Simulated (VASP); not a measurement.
Level of theory: PBE GGA, VASP's PBE PAW potentials (set 64) (plane waves; VASP).

A VASP calculation is set up with these files.

**POSCAR**
```
LaP
1
    4.0820000000     0.0000000000     0.0000000000
    0.0000000000     4.0820000000     0.0000000000
    0.0000000000     0.0000000000     4.0820000000
La P
1 1
Direct
  0.0000000000   0.0000000000   0.0000000000
  0.5000000000   0.5000000000   0.5000000000
```

### KPOINTS
```
Automatic mesh
0
Gamma
8 8 8
0 0 0
```

### INCAR
```
ALGO=Normal
EDIFF=1E-6
EDIFFG=-0.01
ENCUT=400
GGA=PE
IBRION=2
ISIF=3
ISMEAR=1
LASPH=T
LCHARG=F
LMAXMIX=6
LREAL=F
LWAVE=F
NELM=100
NSW=60
PREC=Accurate
SIGMA=0.1
SYSTEM=LaP
```

POTCAR, in this order: La P (PBE.64 set). Program: vasp_std.

What VASP printed:

File OSZICAR:
```
...
DAV:   3    -0.126067050610E+02    0.31188E+01   -0.18313E+01  1404   0.439E+01    0.428E+00
DAV:   4    -0.125540708197E+02    0.52634E-01   -0.26071E+00  1340   0.261E+01    0.221E+00
DAV:   5    -0.125940698418E+02   -0.39999E-01   -0.11507E-01  1436   0.283E+00    0.162E+00
DAV:   6    -0.126324937652E+02   -0.38424E-01   -0.85985E-02  1364   0.203E+00    0.397E-01
DAV:   7    -0.126280455295E+02    0.44482E-02   -0.39432E-02  1408   0.228E+00    0.136E-01
DAV:   8    -0.126280900015E+02   -0.44472E-04   -0.20458E-03  1468   0.357E-01    0.969E-02
DAV:   9    -0.126279982386E+02    0.91763E-04   -0.41144E-04  1396   0.165E-01    0.322E-02
DAV:  10    -0.126279905237E+02    0.77149E-05   -0.77375E-05  1480   0.551E-02    0.127E-02
DAV:  11    -0.126279891962E+02    0.13275E-05   -0.19993E-06  1056   0.167E-02    0.701E-03
DAV:  12    -0.126279883060E+02    0.89022E-06   -0.24186E-06  1116   0.206E-02
   2 F= -.12627988E+02 E0= -.12627848E+02  d E =-.988221E+00
       N       E                     dE             d eps       ncg     rms          rms(c)
DAV:   1    -0.130763795270E+02   -0.44839E+00   -0.11646E+01  1080   0.377E+01    0.348E+00
DAV:   2    -0.127471465548E+02    0.32923E+00   -0.19763E+00  1344   0.230E+01    0.121E+00
DAV:   3    -0.126963030989E+02    0.50843E-01   -0.12361E-01  1324   0.311E+00    0.366E-01
DAV:   4    -0.126906587961E+02    0.56443E-02   -0.24258E-02  1612   0.130E+00    0.277E-01
DAV:   5    -0.126904275224E+02    0.23127E-03   -0.15119E-03  1184   0.268E-01    0.186E-01
DAV:   6    -0.126903322089E+02    0.95314E-04   -0.12074E-03  1508   0.380E-01    0.537E-02
DAV:   7    -0.126903325818E+02   -0.37289E-06   -0.84782E-05  1352   0.103E-01    0.776E-03
DAV:   8    -0.126903282293E+02    0.43525E-05   -0.66204E-06  1396   0.283E-02    0.416E-03
DAV:   9    -0.126903276705E+02    0.55881E-06   -0.15285E-07   764   0.442E-03
   3 F= -.12690328E+02 E0= -.12689974E+02  d E =-.105056E+01
       N       E                     dE             d eps       ncg     rms          rms(c)
DAV:   1    -0.126937416046E+02   -0.34134E-02   -0.12148E-01  1088   0.397E+00    0.317E-01
DAV:   2    -0.126907256406E+02    0.30160E-02   -0.10842E-02  1368   0.163E+00    0.145E-01
DAV:   3    -0.126899856059E+02    0.74003E-03   -0.35867E-03  1352   0.727E-01    0.363E-02
DAV:   4    -0.126899720547E+02    0.13551E-04   -0.29901E-04  1396   0.205E-01    0.224E-02
DAV:   5    -0.126899745775E+02   -0.25229E-05   -0.76413E-05  1420   0.969E-02    0.205E-02
DAV:   6    -0.126899689916E+02    0.55859E-05   -0.14405E-05  1392   0.504E-02    0.870E-03
DAV:   7    -0.126899665241E+02    0.24675E-05   -0.81423E-06  1364   0.335E-02    0.193E-03
DAV:   8    -0.126899663179E+02    0.20614E-06   -0.87229E-08   708   0.357E-03
   4 F= -.12689966E+02 E0= -.12689610E+02  d E =-.105020E+01
       N       E                     dE             d eps       ncg     rms          rms(c)
DAV:   1    -0.126899973424E+02   -0.30818E-04   -0.10822E-04  1104   0.121E-01    0.956E-03
DAV:   2    -0.126899943615E+02    0.29809E-05   -0.95418E-06  1392   0.492E-02    0.444E-03
DAV:   3    -0.126899936303E+02    0.73113E-06   -0.36245E-06  1240   0.235E-02
   5 F= -.12689994E+02 E0= -.12689637E+02  d E =-.273124E-04
       N       E                     dE             d eps       ncg     rms          rms(c)
DAV:   1    -0.126901010874E+02   -0.10673E-03   -0.98801E-04  1108   0.363E-01    0.282E-02
DAV:   2    -0.126900763225E+02    0.24765E-04   -0.82794E-05  1456   0.144E-01    0.131E-02
DAV:   3    -0.126900701542E+02    0.61683E-05   -0.33391E-05  1352   0.705E-02    0.382E-03
DAV:   4    -0.126900704576E+02   -0.30341E-06   -0.28989E-06  1148   0.228E-02
   6 F= -.12690070E+02 E0= -.12689714E+02  d E =-.104140E-03
       N       E                     dE             d eps       ncg     rms          rms(c)
DAV:   1    -0.126900717446E+02   -0.15904E-05   -0.18747E-07   636   0.724E-03    0.172E-03
DAV:   2    -0.126900719368E+02   -0.19224E-06   -0.11708E-07   632   0.693E-03
   7 F= -.12690072E+02 E0= -.12689716E+02  d E =-.147925E-05
       N       E                     dE             d eps       ncg     rms          rms(c)
DAV:   1    -0.126900754204E+02   -0.36758E-05   -0.20946E-06  1064   0.178E-02    0.124E-03
DAV:   2    -0.126900753790E+02    0.41386E-07   -0.11612E-07   624   0.610E-03
   8 F= -.12690075E+02 E0= -.12689719E+02  d E =-.492142E-05
       N       E                     dE             d eps       ncg     rms          rms(c)
DAV:   1    -0.126900819183E+02   -0.64979E-05   -0.60513E-06  1012   0.290E-02    0.233E-03
DAV:   2    -0.126900817203E+02    0.19807E-06   -0.34635E-07   664   0.101E-02
   9 F= -.12690082E+02 E0= -.12689726E+02  d E =-.112627E-04
       N       E                     dE             d eps       ncg     rms          rms(c)
DAV:   1    -0.126900949186E+02   -0.13000E-04   -0.24801E-05  1024   0.583E-02    0.469E-03
DAV:   2    -0.126900941701E+02    0.74843E-06   -0.18008E-06   900   0.205E-02
  10 F= -.12690094E+02 E0= -.12689738E+02  d E =-.237126E-04
       N       E                     dE             d eps       ncg     rms          rms(c)
DAV:   1    -0.126901213298E+02   -0.26411E-04   -0.10130E-04  1048   0.117E-01    0.949E-03
DAV:   2    -0.126901186376E+02    0.26923E-05   -0.10490E-05  1552   0.428E-02    0.451E-03
DAV:   3    -0.126901178974E+02    0.74016E-06   -0.37473E-06  1224   0.233E-02
  11 F= -.12690118E+02 E0= -.12689762E+02  d E =-.474398E-04
       N       E                     dE             d eps       ncg     rms          rms(c)
DAV:   1    -0.126901774436E+02   -0.58806E-04   -0.49746E-04  1100   0.258E-01    0.198E-02
DAV:   2    -0.126901650933E+02    0.12350E-04   -0.40627E-05  1444   0.102E-01    0.921E-03
DAV:   3    -0.126901620732E+02    0.30201E-05   -0.16790E-05  1352   0.498E-02    0.281E-03
DAV:   4    -0.126901622872E+02   -0.21402E-06   -0.10878E-06   920   0.160E-02
  12 F= -.12690162E+02 E0= -.12689806E+02  d E =-.918296E-04
       N       E                     dE             d eps       ncg     rms          rms(c)
DAV:   1    -0.126902958625E+02   -0.13379E-03   -0.19314E-03  1088   0.503E-01    0.393E-02
DAV:   2    -0.126902483237E+02    0.47539E-04   -0.16175E-04  1468   0.201E-01    0.183E-02
DAV:   3    -0.126902363513E+02    0.11972E-04   -0.66671E-05  1352   0.997E-02    0.550E-03
DAV:   4    -0.126902366877E+02   -0.33635E-06   -0.64362E-06  1340   0.323E-02
  13 F= -.12690237E+02 E0= -.12689881E+02  d E =-.166230E-03
       N       E                     dE             d eps       ncg     rms          rms(c)
DAV:   1    -0.126905610289E+02   -0.32468E-03   -0.76800E-03  1072   0.100E+00    0.781E-02
DAV:   2    -0.126903759096E+02    0.18512E-03   -0.63357E-04  1404   0.388E-01    0.366E-02
DAV:   3    -0.126903280502E+02    0.47859E-04   -0.26280E-04  1360   0.198E-01    0.113E-02
DAV:   4    -0.126903281195E+02   -0.69272E-07   -0.22978E-05  1400   0.604E-02    0.646E-03
DAV:   5    -0.126903292681E+02   -0.11486E-05   -0.43568E-06  1288   0.242E-02    0.646E-03
DAV:   6    -0.126903301394E+02   -0.87129E-06   -0.10447E-06   948   0.167E-02
  14 F= -.12690330E+02 E0= -.12689975E+02  d E =-.259682E-03
       N       E                     dE             d eps       ncg     rms          rms(c)
DAV:   1    -0.126904020987E+02   -0.72831E-04   -0.18358E-03  1096   0.495E-01    0.382E-02
DAV:   2    -0.126903579489E+02    0.44150E-04   -0.15403E-04  1476   0.192E-01    0.179E-02
DAV:   3    -0.126903466452E+02    0.11304E-04   -0.63295E-05  1360   0.977E-02    0.532E-03
DAV:   4    -0.126903469333E+02   -0.28810E-06   -0.59649E-06  1296   0.314E-02
  15 F= -.12690347E+02 E0= -.12689993E+02  d E =-.276476E-03
```

OUTCAR:
```
------------------------ aborting loop because EDIFF is reached ----------------------------------------
  FORCE on cell =-STRESS in cart. coord.  units (eV):
  Direction    XX          YY          ZZ          XY          YZ          ZX
  --------------------------------------------------------------------------------------
  Total       -0.0132522     -0.0132522     -0.0132522      0.0000000      0.0000000      0.0000000
  in kB       -0.4401995     -0.4401995     -0.4401995      0.0000000      0.0000000      0.0000000
  external PRESSURE =      -0.4401995 kB  Pullay stress =       0.0000000 kB
  volume of cell :       48.23
      direct lattice vectors                 reciprocal lattice vectors
     3.640125505  0.000000000 -0.000000000     0.274715803  0.000000000  0.000000000
    -0.000000000  3.640125505 -0.000000000    -0.000000000  0.274715803  0.000000000
    -0.000000000 -0.000000000  3.640125505     0.000000000  0.000000000  0.274715803
 POSITION                                       TOTAL-FORCE (eV/Angst)
 -----------------------------------------------------------------------------------
      3.64013      3.64013     -0.00000        -0.000000     -0.000000     -0.000000
      1.82006      1.82006      1.82006         0.000000      0.000000      0.000000
 -----------------------------------------------------------------------------------
    total drift:                               -0.000000      0.000000     -0.000000
  FREE ENERGIE OF THE ION-ELECTRON SYSTEM (eV)
  ---------------------------------------------------
  free  energy   TOTEN  =       -12.6903469333 eV

  energy  without entropy=      -12.6892839007  energy(sigma->0) =      -12.68999259

 reached required accuracy - stopping structural energy minimisation
```
(Selected blocks of OUTCAR.)

File CONTCAR:
```
LaP
   1.00000000000000
     3.6401255047458556    0.0000000000000000   -0.0000000000000000
    -0.0000000000000000    3.6401255047458556   -0.0000000000000000
    -0.0000000000000000   -0.0000000000000000    3.6401255047458556
  La              P
     1     1
Direct
     1.0000000000000000    1.0000000000000000    0.0000000000000000
     0.5000000000000000    0.5000000000000000    0.5000000000000000
```

Energy and stress use the plane-wave basis of the starting cell.

The structure was generated: LaP was put into the CsCl type type (Pm-3m), which need not be its known phase. This run relaxes it. Symmetry was kept, so distortions that lower it aren't found.
